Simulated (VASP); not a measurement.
A convergence study with VASP on MoTe2 (2H layered): one setting is varied, all else stays as given below, so the limit is that of these other settings.

```xyz
6
Lattice="1.7600 -3.0484 0.0000 1.7600 3.0484 0.0000 0.0000 0.0000 13.9600" Properties=species:S:1:pos:R:3 pbc="T T T"
Te     1.7600     1.0161    12.2708
Te     1.7600    -1.0161     5.2908
Te     1.7600    -1.0161     1.6892
Te     1.7600     1.0161     8.6692
Mo     1.7600     1.0161     3.4900
Mo     1.7600    -1.0161    10.4700
```

Level of theory: PBE GGA, VASP's PBE PAW potentials (set 64) (plane waves; VASP). The tightest run used: 550 eV cut-off, 16×16×4 Γ-centred mesh, Gaussian smearing of 0.050 eV, potentials Te Mo_sv.

**Question.** The settings run are 1×1×1 mesh; 2×2×1 mesh; 3×3×1 mesh; 4×4×1 mesh; 5×5×1 mesh; 6×6×2 mesh; 7×7×2 mesh; 8×8×2 mesh; 9×9×2 mesh; 10×10×2 mesh; 11×11×3 mesh; 12×12×3 mesh; 13×13×3 mesh; 14×14×4 mesh; 15×15×4 mesh; 16×16×4 mesh. From which on does the stress (every component) stay within 0.1 GPa of the tightest run?

**Answer.** From 6×6×2 mesh on: it is off by 0.01 there and by no more than 0.1 in any finer run, while 5×5×1 mesh is off by 0.31.
| setting | E (eV/atom) | pressure (GPa) | largest force (eV/Å) | irreducible k-points | difference judged (GPa) |
|---|---|---|---|---|---|
| 1×1×1 mesh | -2.7611 | 19.39 | 4.298 | 1 | 24.59 |
| 2×2×1 mesh | -5.7325 | 4.03 | 0.267 | 2 | 3.82 |
| 3×3×1 mesh | -6.0210 | 2.57 | 0.091 | 3 | 0.48 |
| 4×4×1 mesh | -6.0077 | 2.91 | 0.166 | 4 | 0.37 |
| 5×5×1 mesh | -5.9882 | 3.15 | 0.161 | 5 | 0.31 |
| 6×6×2 mesh | -5.9976 | 2.95 | 0.207 | 14 | 0.01 |
| 7×7×2 mesh | -5.9975 | 2.95 | 0.202 | 16 | 0.02 |
| 8×8×2 mesh | -5.9976 | 2.95 | 0.201 | 20 | 0.01 |
| 9×9×2 mesh | -5.9977 | 2.95 | 0.202 | 24 | 0.01 |
| 10×10×2 mesh | -5.9977 | 2.95 | 0.202 | 28 | 0.01 |
| 11×11×3 mesh | -5.9978 | 2.94 | 0.203 | 32 | 0.00 |
| 12×12×3 mesh | -5.9978 | 2.94 | 0.203 | 38 | 0.00 |
| 13×13×3 mesh | -5.9978 | 2.94 | 0.203 | 42 | 0.00 |
| 14×14×4 mesh | -5.9978 | 2.94 | 0.203 | 72 | 0.00 |
| 15×15×4 mesh | -5.9978 | 2.94 | 0.203 | 81 | 0.00 |
| 16×16×4 mesh | -5.9978 | 2.94 | 0.203 | 90 | 0.00 |

Left out are rungs that failed or repeat a setting and relaxations that didn't move; long series are thinned to 24 rows.

The compound is MoTe2 in the 2H layered structure. The cell was not relaxed at this level, forces remain on its atoms.
